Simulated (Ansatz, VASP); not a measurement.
# H18C11F5 (amorphous poly(vinyl fluoride) at 300 K) in two plane-wave programs

Wanted: the spread between two codes on one cell, functional and k mesh. The cell is taken from a series of runs on this material, whose earlier steps may have relaxed, scaled, displaced or heated it; both programs get it as it stands.

Method: plane waves, with VASP 6.6.1 beside it; single point at PBE with D3(BJ), in Ansatz 0.2.0.

### Step 1. Starting point

The cell holds 136 atoms: 44 C, 20 F and 72 H. Its edges and angles: a = 10.781 Å, b = 10.781 Å, c = 10.781 Å, α = 90.0°, β = 90.0°, γ = 90.0°. As first built, before any earlier steps moved the atoms (in the runner's words): 2 poly(vinyl fluoride) chains of 10 units placed at random, at 1.3 g/cm^3; overlaps pushed apart, then 20 ps at 800 K with MMFF94 bonds, angles, torsions, charges and radii (Halgren, J. Comput. Chem. 17, 490 (1996)) in harmonic and 12-6 forms; charges of ions scaled by 0.8. Snapshot after 30 ps at 300 K and fixed volume.

### Step 2. VASP: single point, PBE with D3(BJ)

With cell and atoms fixed, the geometry can't cause a difference; cores, projectors, grids and the points listed under the comparison can.

Lines of VASP's logs that name or quote its potential files are left out, and so is its time.

Contents of INCAR:

```
SYSTEM = H18C11F5
PREC = Accurate
ENCUT = 600
EDIFF = 1E-06
NELM = 120
ISMEAR = -1
SIGMA = 0.025
LREAL = Auto
ALGO = Normal
GGA = PE
IVDW = 12
NBANDS = 289
LORBIT = 11
LWAVE = .FALSE.
LCHARG = .FALSE.
ISIF = 2
LASPH = .TRUE.
GGA_COMPAT = .FALSE.
EFERMI = MIDGAP
```

Contents of POSCAR:

```
H18C11F5
1.0
   10.7810800000      0.0000000000      0.0000000000
    0.0000000000     10.7810800000      0.0000000000
    0.0000000000      0.0000000000     10.7810800000
C F H
44 20 72
Direct
    0.4619800000      0.3236100000      0.1955200000
    0.3526800000      0.2588300000      0.1339000000
    0.2362100000      0.3355700000      0.1570400000
    0.2068600000      0.3636800000      0.2909600000
    0.1802200000      0.2415800000      0.3508400000
    0.0948700000      0.2529500000      0.4652400000
    0.9559800000      0.2792100000      0.4423600000
    0.9016800000      0.1811400000      0.3566100000
    0.7664100000      0.2056000000      0.3311800000
    0.7031200000      0.0868200000      0.3003000000
    0.7441600000      0.0545800000      0.1636200000
    0.6702100000      0.9418200000      0.1141200000
    0.6923900000      0.9117800000      0.9823100000
    0.6403200000      0.0110500000      0.8954900000
    0.6587400000      0.9683600000      0.7653700000
    0.6515800000      0.0630200000      0.6663200000
    0.5279300000      0.1212200000      0.6577300000
    0.5045200000      0.2382100000      0.7321100000
    0.3728800000      0.2874900000      0.7163300000
    0.3397600000      0.3967200000      0.8009700000
    0.4433400000      0.4884600000      0.8278500000
    0.4034800000      0.6018500000      0.8991600000
    0.9510600000      0.3410200000      0.8590300000
    0.9249600000      0.3984900000      0.9825900000
    0.8433400000      0.5139200000      0.9613900000
    0.7977000000      0.5787900000      0.0847000000
    0.9057300000      0.6326600000      0.1619500000
    0.0044900000      0.7039200000      0.0915000000
    0.0969200000      0.7704400000      0.1770400000
    0.1942900000      0.8432500000      0.1061900000
[... 100 atom lines left out ...]
    0.4207600000      0.6570800000      0.3503500000
    0.5817700000      0.6742400000      0.3419900000
    0.4319000000      0.7646300000      0.5735500000
    0.4814500000      0.9025200000      0.3292300000
    0.4191500000      0.9633000000      0.4541700000
    0.3450300000      0.8337300000      0.3700200000
```

Contents of KPOINTS:

```
Automatic mesh
0
Gamma
1 1 1
0 0 0
```

PAW data sets: C, F and H (PBE family, release 64).

Command:

```
$ export OMP_NUM_THREADS=3
$ mpirun -np 1 vasp_gam
```

Numbers of over 12 decimals in the logs are rounded to 6 here.

The log of the run:

```text
[banner, memory and clock lines left out]
running    1 mpi-ranks, on    1 nodes
[...]
Offloading initialized ...    1 GPUs detected
[...]
LDA part: xc-table for (Slater+PW92), standard interpolation
 POSCAR, INCAR and KPOINTS ok, starting setup
[...]
entering main loop
       N       E                     dE             d eps       ncg     rms          rms(c)
DAV:   1     0.320845345468E+04    0.32085E+04   -0.23216E+05   578   0.143E+03
DAV:   2    -0.472779755719E+03   -0.36812E+04   -0.34993E+04   723   0.328E+02
DAV:   3    -0.795324091444E+03   -0.32254E+03   -0.31997E+03   708   0.992E+01
DAV:   4    -0.802358271716E+03   -0.70342E+01   -0.70124E+01   740   0.161E+01
[...]
DAV:  17    -0.739581021040E+03   -0.21049E-05   -0.10753E-04   724   0.270E-02    0.101E-02
DAV:  18    -0.739581020347E+03    0.69326E-06   -0.15121E-05   684   0.108E-02    0.557E-03
DAV:  19    -0.739581019936E+03    0.41131E-06   -0.24399E-06   604   0.493E-03
   1 F= -.74641809E+03 E0= -.74641809E+03  d E =0.000000E+00
```

Parts of OUTCAR (step 2):

```text
  FREE ENERGIE OF THE ION-ELECTRON SYSTEM (eV)
  ---------------------------------------------------
  free  energy   TOTEN  =      -746.4180883339 eV

  energy  without entropy=     -746.4180883339  energy(sigma->0) =     -746.41808833
```

The run ends at a pressure of 5.75 GPa, with forces up to 5.4 eV/Å.

### Step 3. Ansatz: single point, PBE with D3(BJ)

Ansatz runs on its default PAW (the set named soft_2) files.

The same cell, functional, mesh and smearing now go to Ansatz, which takes its cutoff from its data sets.

Contents of input.yaml:

```yaml
crystal:
  lattice:
    - [10.78108, 0.0, 0.0]
    - [0.0, 10.78108, 0.0]
    - [0.0, 0.0, 10.78108]
  atoms:
    - { symbol: C, position: [0.46198, 0.32361, 0.19552] }
    - { symbol: C, position: [0.35268, 0.25883, 0.1339] }
    - { symbol: C, position: [0.23621, 0.33557, 0.15704] }
    - { symbol: F, position: [0.25131, 0.44856, 0.10688] }
    - { symbol: C, position: [0.20686, 0.36368, 0.29096] }
    - { symbol: C, position: [0.18022, 0.24158, 0.35084] }
    - { symbol: F, position: [0.29042, 0.20318, 0.38881] }
    - { symbol: C, position: [0.09487, 0.25295, 0.46524] }
    - { symbol: C, position: [0.95598, 0.27921, 0.44236] }
    - { symbol: F, position: [0.9078, 0.25832, 0.55137] }
    - { symbol: C, position: [0.90168, 0.18114, 0.35661] }
    - { symbol: C, position: [0.76641, 0.2056, 0.33118] }
    - { symbol: F, position: [0.75283, 0.29008, 0.23741] }
    - { symbol: C, position: [0.70312, 0.08682, 0.3003] }
    - { symbol: C, position: [0.74416, 0.05458, 0.16362] }
    - { symbol: F, position: [0.86836, 0.03209, 0.14792] }
    - { symbol: C, position: [0.67021, 0.94182, 0.11412] }
    - { symbol: C, position: [0.69239, 0.91178, 0.98231] }
    - { symbol: F, position: [0.81775, 0.88777, 0.96075] }
    - { symbol: C, position: [0.64032, 0.01105, 0.89549] }
    - { symbol: C, position: [0.65874, 0.96836, 0.76537] }
    - { symbol: F, position: [0.5515, 0.89803, 0.75519] }
    - { symbol: C, position: [0.65158, 0.06302, 0.66632] }
    - { symbol: C, position: [0.52793, 0.12122, 0.65773] }
    - { symbol: F, position: [0.5168, 0.15027, 0.54012] }
    - { symbol: C, position: [0.50452, 0.23821, 0.73211] }
    - { symbol: C, position: [0.37288, 0.28749, 0.71633] }
    - { symbol: F, position: [0.2943, 0.1919, 0.74488] }
    - { symbol: C, position: [0.33976, 0.39672, 0.80097] }
    - { symbol: C, position: [0.44334, 0.48846, 0.82785] }
[... 100 atom lines left out ...]
    - { symbol: H, position: [0.42076, 0.65708, 0.35035] }
    - { symbol: H, position: [0.58177, 0.67424, 0.34199] }
    - { symbol: H, position: [0.4319, 0.76463, 0.57355] }
    - { symbol: H, position: [0.48145, 0.90252, 0.32923] }
    - { symbol: H, position: [0.41915, 0.9633, 0.45417] }
    - { symbol: H, position: [0.34503, 0.83373, 0.37002] }
kpoints:
  mp_grid: { grid: [1, 1, 1] }
hamiltonian:
  xc: pbe
  dispersion: d3bj
scf:
  occupations: { method: fermi_dirac, width: 0.025 }
output:
  forces: true
  stress: true
  populations: true
  dos:
    method: { smearing: { sigma: 0.08 } }
    de: 0.1
    projected: { site_lists: { C: [C], F: [F], H: [H] } }
  eigenvalues: true
```

Command:

```
$ ansatz run input.yaml --threads 4 --pin off --max-ram 8192MiB --backend cpu --events-out ev --progress --plain --runs-dir out
```

The log of the run:

```text
Engine: ansatz 0.2.0, x86_64-unknown-linux-gnu
Pseudopotentials: kind: paw
Pseudopotential: C, paw, valence charge 4, recommended cutoff 420 eV (normal), C.paw.azcp
Pseudopotential: F, paw, valence charge 7, recommended cutoff 420 eV (normal), F.paw.azcp
Pseudopotential: H, paw, valence charge 1, recommended cutoff 420 eV (normal), H.paw.azcp
Functional definition: PBE
  parameter kappa = 0.804
  parameter beta = 0.066725
  exchange = pbe_x(kappa = kappa, mu = beta*pi^2/3)
  correlation = pbe_c(beta = beta)
Crystal: 136 atoms, lattice volume = 1253.103 Å³
Basis set: ecut = 420 eV, 24405 PW (Γ), exchange–correlation on 150×150×150 points (8 copies of the dense FFT grid, shifted against one another)
Bands: 330, of which v1, the nominal top of the filled ones, is band 194 counted from 1 (193 counted from 0)
Symmetry: 1 space group operations
Space group: P1 (ITA 1), of the structure as read, at distance tolerance 1.1e-4 Å
k-points: 1
Non-local potential: C, projectors of the file, l = 0: 2, l = 1: 2, l = 2: 1
Non-local potential: F, projectors of the file, l = 0: 2, l = 1: 2, l = 2: 1
Non-local potential: H, projectors of the file, l = 0: 2, l = 1: 1
PAW form: soft (Blöchl's): semilocal exchange-correlation on the pseudo side does not see the compensation charge
PAW one-centre angular grid: C, 110 points (default); XC on 64 Gauss nodes
PAW one-centre angular grid: F, 110 points (default); XC on 64 Gauss nodes
PAW one-centre angular grid: H, 110 points (default); XC on 64 Gauss nodes
Initial density: superposition of atomic densities (neutral atoms: chi_scale 0, normalization atom), corrected by the library's trained network
Initial wavefunctions: pseudopotential atomic-orbital guess
Functional: x = pbe(κ = 0.804, μ = 0.219515), c = pbe(β = 0.066725)
SCF iter   1: F=—  HF=-28357.313091 eV  |F-HF|=—  |Δ(HF+E_count)|=         —  Δρ=5.04e-3  dr2=4.06e-1  ethr=1.77e-3  ⟨swp⟩=6.0  Hψ=1471  notcnv=0  defer=23
preconditioner: auto → Resta (q_TF=auto, 2.244 Å⁻¹)  ε∞=2.6  [insulator: Δε(μ)=6.194 eV  Ē_g=15.671 eV  σ=0.025 eV  W_gap=1.00  n_scr=250 (ndim 8)  ℏωp=19.6 eV  f_vac=0.235  D(μ)=0.00/eV (n_scr^D=0)  ε∞_Penn≈2.6]
SCF iter   2: F=—  HF=-28357.250278 eV  |F-HF|=—  |Δ(HF+E_count)|=   6.28e-2  Δρ=2.40e-3  dr2=9.23e-2  ethr=1.05e-4  ⟨swp⟩=3.0  Hψ=578  notcnv=0  defer=132
SCF iter   3: F=—  HF=-28357.247999 eV  |F-HF|=—  |Δ(HF+E_count)|=   2.28e-3  Δρ=1.13e-3  dr2=2.03e-2  ethr=2.38e-5  ⟨swp⟩=2.0  Hψ=393  notcnv=0  defer=132
SCF iter   4: F=—  HF=-28357.246393 eV  |F-HF|=—  |Δ(HF+E_count)|=   1.61e-3  Δρ=4.22e-4  dr2=2.54e-3  ethr=5.24e-6  ⟨swp⟩=2.0  Hψ=392  notcnv=0  defer=132
SCF iter   5: F=—  HF=-28357.246307 eV  |F-HF|=—  |Δ(HF+E_count)|=   8.69e-5  Δρ=1.52e-4  dr2=2.89e-4  ethr=6.55e-7  ⟨swp⟩=2.0  Hψ=392  notcnv=0  defer=132
SCF iter   6: F=—  HF=-28357.246313 eV  |F-HF|=—  |Δ(HF+E_count)|=   6.06e-6  Δρ=5.12e-5  dr2=2.77e-5  ethr=7.44e-8  ⟨swp⟩=2.0  Hψ=390  notcnv=0  defer=132
SCF iter   7: F=—  HF=-28357.244402 eV  |F-HF|=—  |Δ(HF+E_count)|=   1.91e-3  Δρ=2.70e-5  dr2=6.15e-6  ethr=7.13e-9  ⟨swp⟩=2.0  Hψ=523  notcnv=0  defer=132
SCF iter   8: F=—  HF=-28357.244401 eV  |F-HF|=—  |Δ(HF+E_count)|=   3.20e-7  Δρ=7.18e-6  dr2=5.18e-7  ethr=1.59e-9  ⟨swp⟩=2.0  Hψ=392  notcnv=0  defer=132
SCF iter   9: F=-28357.244401 eV  HF=-28357.244401 eV  |F-HF|=5.94e-9  |Δ(HF+E_count)|=   1.48e-7  Δρ=2.17e-6  dr2=5.53e-8  ethr=2.58e-11  ⟨swp⟩=15.0  Hψ=2034  notcnv=0
SCF 1 converged in 9 iterations: F = -28357.244401 eV  dr2 = 5.53e-8
  greatest PAW one-centre occupation: 0.932 electrons in one spin orbital (limit 2), on the F atom at site 24 (counted from 0), in its partial waves of l = 0
SCF converged after 9 iterations
Free energy (F): -28357.244401 eV
Harris-Foulkes:  -28357.244401 eV  (|F-HF|=5.94e-9)
Internal energy: -28357.244401 eV  (E = F + TS)
E sigma→0 (E₀):  -28357.244401 eV
Fermi energy:    2.129332 eV
--- Per-component energies (eV) ---
  E_band       = -3101.126789
  E_kinetic    = 9204.175806
  E_local      = -32440.959549  (includes V_loc(G=0)·N_el)
  E_nonlocal   = 2789.088230
  E_hartree    = 12271.146754
  E_xc         = -4373.348230
  E_vxc        = -5519.100925  (∫ρ·V_xc dr)
  E_paw        = -8426.972060  (= ΣΔE_a)
  E_vpaw       = -1676.559857  (= ΣTr[D̂ρ^β])
  E_aug_tail   = -0.059197  (compensation charges beyond the density's cutoff)
  E_ewald      = -7373.478104
  E_disp       = -6.838052  (pairwise vdW)
  E_smearing   = -0.000000  (= −TS)
  E_closure    = -0.000000  (closes the sum)
  Σ components = -28357.244401   (vs F -28357.244401, Δ=0.00e0)
--- Forces (eV/Å), atoms counted from 1 ---
  atom   1  C      0.93181045    -1.13616257    -0.29606660
  atom   2  C      1.01872563    -0.11607339     1.09548250
  atom   3  C      1.30556156    -0.90469695     1.75906809
  atom   4  F      0.28221059     2.28262696    -2.12057567
  atom   5  C     -0.20191939     0.06546273    -0.05888966
[...]
atom  97  C     -0.48947454     1.56224282    -1.04059851
  atom  98  C     -3.35432977     0.23056192    -0.59717215
  atom  99  F      2.59132083     1.18239209     0.83049728
  atom 100  C      0.36017455    -0.03837824     0.20594074
  atom 101  H     -1.75419644    -0.94272672     0.31139972
  atom 102  H      1.50357498    -2.49806808     0.01180333
  atom 103  H     -0.51722472     0.12041038    -1.44500971
  atom 104  H      0.15514308    -0.35261507    -0.20797807
  atom 105  H      0.48639639     0.19618916     0.18830959
  atom 106  H     -2.04134510    -0.43108617    -1.40535089
  atom 107  H      0.41354534     0.52663858    -0.58893752
  atom 108  H     -0.57738841    -1.73542293     1.10154083
  atom 109  H     -0.21845812    -1.23775170     0.11678249
  atom 110  H     -0.37319723     0.02775596    -0.74251649
  atom 111  H     -0.00634820     0.81924979    -0.14332802
  atom 112  H     -0.01924104     0.06425920    -0.76249132
  atom 113  H     -0.36951834     0.37535023     0.73820094
  atom 114  H     -0.67129923    -0.43218059    -0.86656793
  atom 115  H     -1.14285767    -0.07516288     0.45555768
[...]
atom 129  H      0.12028152     0.19536828     0.40534408
  atom 130  H      0.37511232    -0.63238350     0.12001439
  atom 131  H      0.70561163    -0.96240939     0.78359254
  atom 132  H      0.04496106     0.17479546     0.05273977
  atom 133  H      0.85212489    -0.29228021    -0.90198799
  atom 134  H      0.89920919    -0.25371594    -0.91690825
  atom 135  H     -0.73735538     0.19495864     0.62281276
  atom 136  H     -0.74701118     0.28292384     0.22417257
  max |Σ_I F_I| component: 2.87e-4 eV/Å
--- Stress (GPa, compression-positive) ---
        4.935329       0.485515       0.269832
        0.485514       6.425409      -1.561924
        0.269831      -1.561925       5.234529
  P = ⅓ Tr σ = 5.5318 GPa (55.318 kbar)
--- Band table (eV) ---
  k-point 0: bands = [... 190 lower, -1.1514, -1.1190, -1.0324, -0.8256, 5.0847, 5.1835, 5.3599, 5.5619, ... 132 higher]
--- Löwdin populations: 136 sites ---
  site symbol       q [e]
     0      C      4.4535
     1      C      4.2816
     2      C      3.8002
     3      F      7.2800
     4      C      4.2840
     5      C      3.7879
     6      F      7.2689
     7      C      4.3133
     8      C      3.7892
     9      F      7.2647
    10      C      4.3200
    11      C      3.7989
    12      F      7.2778
    13      C      4.3018
    14      C      3.8050
    15      F      7.2770
    16      C      4.3148
    17      C      3.7828
    18      F      7.2873
    19      C      4.3191
    20      C      3.7799
    21      F      7.3031
    22      C      4.3063
    23      C      3.7874
[...]
128      H      0.8150
   129      H      0.8055
   130      H      0.8011
   131      H      0.8134
   132      H      0.8434
   133      H      0.8231
   134      H      0.7927
   135      H      0.8013
  spilling = 0.010710 (of n_electrons = 388.000000)
```

### Step 4. Comparison

Known differences besides the potentials themselves: the cutoff is 420 eV in Ansatz and 600 eV in VASP (PREC = Accurate, projectors in real space). Total energies have different zeros and are not compared.

The two programs side by side:

| quantity | Ansatz | VASP | difference |
| --- | --- | --- | --- |
| pressure (GPa) | 5.53 | 5.75 | -0.22 |
| gap on the k mesh (eV) | 5.910 | 5.904 | +0.006 |

Forces on 7 of the 136 atoms, those with the largest forces and the largest differences (eV/Å; atoms numbered as in POSCAR):

| atom | Ansatz x, y, z | VASP x, y, z |
| --- | --- | --- |
| C5 | -3.061, 1.600, 1.102 | -3.456, 1.715, 0.967 |
| C7 | 3.204, -2.515, -3.066 | 3.387, -2.403, -3.493 |
| C25 | 0.610, -1.166, 3.833 | 0.360, -1.402, 4.085 |
| C43 | -3.354, 0.231, -0.597 | -3.730, 0.101, -0.703 |
| F46 | 3.041, -2.108, 1.375 | 3.445, -2.251, 1.512 |
| F47 | -2.566, 0.469, 4.097 | -2.761, 0.383, 4.540 |
| F52 | -0.920, 1.435, -4.528 | -0.960, 1.545, -4.985 |

The forces differ by 118 meV/Å r.m.s., which is 10.6 % of the r.m.s. force of 1.112 eV/Å (both taken over all components). A gap on the mesh is an upper bound, since the band edges may lie between its points.

### Step 5. Outcome

```
r.m.s. force difference (single point, PBE with D3(BJ)) : 11 % of the r.m.s. force
```

The r.m.s. force difference is 11 % of the r.m.s. force (single point, PBE with D3(BJ)), beyond the 3 % picked in this series as the mark of a large difference. What causes the difference of the single point, PBE with D3(BJ) pair stays open here. Such differences can come from data sets, numerical settings and the points named under the comparisons, not from the functional's error against experiment.

[Lines on the potential files, build, host, timing and source positions are cut from VASP's logs without a mark.]

[Logs are printed without paths, hosts, clocks, repeated set-up lines and the standing remarks that a program may print on its own settings, such as how far it seeks lower states.]

[Hosts, paths, dates, database ids (printed as entryN), source tags and the programs' standing remarks are cut or masked in the printed files.]

[The MMFF94 radii named for the starting cell were scaled by 0.96; in molecules described by MMFF94, hydrogen bound to N, O or S took a small fixed 12-6 site in their place.]
